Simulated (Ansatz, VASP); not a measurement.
# BaHg in VASP and in Ansatz

Contents of INCAR:

```
ALGO = Normal
EDIFF = 1E-7
ENCUT = 520
ISIF = 2
ISMEAR = 0
LASPH = T
LCHARG = T
LELF = T
LREAL = F
LVHAR = T
LWAVE = F
NBANDS = 18
NELM = 100
PREC = Accurate
SIGMA = 0.1
```

KPOINTS

```
k-points
0
Gamma
  4 4 4
```

POSCAR

```
BaHg
1.0
    4.1787600400      0.0000000000      0.0000000000
    0.0000000000      4.1787600400      0.0000000000
    0.0000000000      0.0000000000      4.1787600400
Ba Hg
1 1
Direct
    0.0000000000      0.0000000000      0.0000000000
    0.5000000000      0.5000000000      0.5000000000
```

Input for Ansatz:

```yaml
crystal:
  lattice:
    - [4.17876004, 0.0, 0.0]
    - [0.0, 4.17876004, 0.0]
    - [0.0, 0.0, 4.17876004]
  atoms:
    - { symbol: Ba, position: [0.0, 0.0, 0.0] }
    - { symbol: Hg, position: [0.5, 0.5, 0.5] }
basis:
  ecutwfc: 420
kpoints:
  mp_grid: { grid: [4, 4, 4] }
hamiltonian:
  xc: lda
scf:
  occupations: { method: gaussian, width: 0.1 }
output:
  forces: true
  stress: true
  eigenvalues: true
```

The cell comes from a database or a generator and needn't be the stable form of this composition.

Alike in both runs: task single point; functional LDA; k mesh 4 × 4 × 4; occupations gaussian, width 0.1 eV; no spin polarisation.

```csv
,VASP,Ansatz
version,VASP 6.6.1,Ansatz 0.2.0
potentials or method,"VASP PAW LDA potentials, release 64 (Ba_sv, Hg)","scalar-relativistic, plane waves, PAW"
plane-wave cutoff (eV),520,420
valence electrons in the cell,22,30
```

VASP gave:

| Item | Value |
| --- | --- |
| gap on the k mesh at the Fermi level (eV) | none |
| pressure (GPa) | -2.6 |

Question: Which values does Ansatz return?

Answer: gap on the k mesh at the Fermi level (eV): none; pressure (GPa): -2.9.

A gap of «none» marks a metal or a gap that the smearing closes. The two sets of potentials don't hold the same shells in valence.

Caveats: the k mesh is coarse (spacing up to 0.38 Å⁻¹), so the values aren't converged. Spin-orbit coupling is left out, which matters for the levels of Ba, Hg.
